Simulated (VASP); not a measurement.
Level of theory: PBE GGA, VASP's PBE PAW potentials (set 64) (plane waves; VASP 6.6.1).

The input files of a VASP run:

INCAR:
```
# general
SYSTEM  = PdIn
PREC    = Accurate
ENCUT   = 520
LREAL   = .FALSE.
LASPH   = .TRUE.
ICHARG  = 11

# electronic loop
EDIFF   = 1E-7
NELM    = 100
ALGO    = Normal
LMAXMIX = 4

# smearing
ISMEAR  = 0
SIGMA   = 0.05

# functional
GGA     = PE

# output
LWAVE   = .FALSE.
LCHARG  = .FALSE.
LORBIT  = 11
```

### KPOINTS
```
k-points along high-symmetry lines
15
Line-mode
Reciprocal
  0.000000   0.000000   0.000000 ! GAMMA
  0.000000   0.500000   0.000000 ! X

  0.000000   0.500000   0.000000 ! X
  0.500000   0.500000   0.000000 ! M

  0.500000   0.500000   0.000000 ! M
  0.000000   0.000000   0.000000 ! GAMMA

  0.000000   0.000000   0.000000 ! GAMMA
  0.500000   0.500000   0.500000 ! R

  0.500000   0.500000   0.500000 ! R
  0.000000   0.500000   0.000000 ! X

  0.500000   0.500000   0.500000 ! R
  0.500000   0.500000   0.000000 ! M
```

File POSCAR:
```
PdIn
1
    3.3089230899     0.0000000000     0.0000000000
    0.0000000000     3.3089230899     0.0000000000
    0.0000000000     0.0000000000     3.3089230899
In Pd
1 1
Direct
  0.5000000000   0.5000000000   0.5000000000
  0.0000000000   0.0000000000   0.0000000000
```

POTCAR, in this order: In_d Pd (PBE.64 set). Program: vasp_std. Read from the step before: CHGCAR.

Output of the run:

File OUTCAR:
```
 ion  position               nearest neighbor table
   1  0.500  0.500  0.500-   2 2.87   2 2.87   2 2.87   2 2.87   2 2.87   2 2.87   2 2.87   2 2.87
  LATTYP: Found a simple cubic cell.
 ALAT       =     3.3089230899
 Subroutine PRICEL returns:
 Original cell was already a primitive cell.
 Subroutine GETGRP returns: Found 48 space group operations
The static configuration has the point symmetry O_h .
The dynamic configuration has the point symmetry O_h .
 Subroutine INISYM returns: Found 48 space group operations
   k-points           NKPTS =     90   k-points in BZ     NKDIM =     90   number of bands    NBANDS=     15
   number of dos      NEDOS =    301   number of ions     NIONS =      2
   total plane-waves  NPLWV =  21952
   dimension x,y,z NGX =    28 NGY =   28 NGZ =   28
   dimension x,y,z NGXF=    56 NGYF=   56 NGZF=   56
   ions per type =               1   1
   PREC   = accura    normal or accurate (medium, high low for compatibility)
   ISTART =      0    job   : 0-new  1-cont  2-samecut
   ICHARG =     11    charge: 1-file 2-atom 10-const
   ISPIN  =      1    spin polarized calculation?
   LNONCOLLINEAR =      F non collinear calculations
   LSORBIT =      F    spin-orbit coupling
   INIWAV =      1    electr: 0-lowe 1-rand  2-diag
   ENCUT  =  520.0 eV  38.22 Ry    6.18 a.u.   6.15  6.15  6.15*2*pi/ulx,y,z
   NELM   =    100;   NELMIN=  2; NELMDL= -5     # of ELM steps
...
```

OSZICAR:
```
       N       E                     dE             d eps       ncg     rms          rms(c)
DAV:   1     0.162916448164E+03    0.16292E+03   -0.11466E+04  2736   0.198E+03
DAV:   2    -0.763038613522E-01   -0.16299E+03   -0.15749E+03  2868   0.405E+02
DAV:   3    -0.784756545431E+01   -0.77713E+01   -0.76740E+01  3365   0.932E+01
DAV:   4    -0.799855011859E+01   -0.15098E+00   -0.15094E+00  3396   0.128E+01
DAV:   5    -0.800546463799E+01   -0.69145E-02   -0.69144E-02  4041   0.235E+00
DAV:   6    -0.800561474746E+01   -0.15011E-03   -0.15011E-03  3549   0.273E-01
DAV:   7    -0.800561643050E+01   -0.16830E-05   -0.16831E-05  4048   0.352E-02
DAV:   8    -0.800561645106E+01   -0.20567E-07   -0.20445E-07  3120   0.349E-03
   1 F= -.80056165E+01 E0= -.80053147E+01  d E =-.603453E-03
```

**OUTCAR**
```
 val. band max:       10.4095261756   @ k =   0.5000   0.5000   0.3214

 cond. band min:      10.4326047519   @ k =   0.0000   0.2500   0.0000



 k-point     1 :       0.0000    0.0000    0.0000
  band No.  band energies     occupation
      1      -4.8930      2.00000
      2      -4.8930      2.00000
      3      -4.5230      2.00000
      4      -4.5230      2.00000
      5      -4.5230      2.00000
      6       0.1918      2.00000
      7       6.3172      2.00000
      8       6.3172      2.00000
      9       7.7767      2.00000
     10       7.7767      2.00000
     11       7.7767      2.00000
     12      14.1449      0.00000
     13      14.1449      0.00000
     14      14.1449      0.00000
     15      18.9784      0.00000

 k-point     2 :       0.0000    0.0357    0.0000
  band No.  band energies     occupation
      1      -4.8924      2.00000
      2      -4.8890      2.00000
      3      -4.5243      2.00000
      4      -4.5243      2.00000
      5      -4.5227      2.00000
      6       0.2115      2.00000
      7       6.3175      2.00000
      8       6.3208      2.00000
      9       7.7619      2.00000
     10       7.7619      2.00000
     11       7.7759      2.00000
     12      13.9822      0.00000
     13      14.1842      0.00000
     14      14.1842      0.00000
     15      19.0751      0.00000

 k-point     3 :       0.0000    0.0714    0.0000
  band No.  band energies     occupation
      1      -4.8906      2.00000
      2      -4.8771      2.00000
      3      -4.5279      2.00000
      4      -4.5279      2.00000
      5      -4.5217      2.00000
      6       0.2705      2.00000
      7       6.3187      2.00000
      8       6.3309      2.00000
      9       7.7190      2.00000
     10       7.7190      2.00000
     11       7.7736      2.00000
     12      13.5533      0.00000
     13      14.3009      0.00000
     14      14.3009      0.00000
     15      19.2665      0.00000

...
```

The density is held fixed in this step, so its total energy and stress have no physical meaning. Unless said otherwise, spin-orbit coupling is left out, though it shifts the bands of the heavy elements here.

The compound is PdIn in the CsCl type structure. It was relaxed first, which changed the volume by +6 %. The electron count is odd and the run is not spin-polarised, which forces a metal.
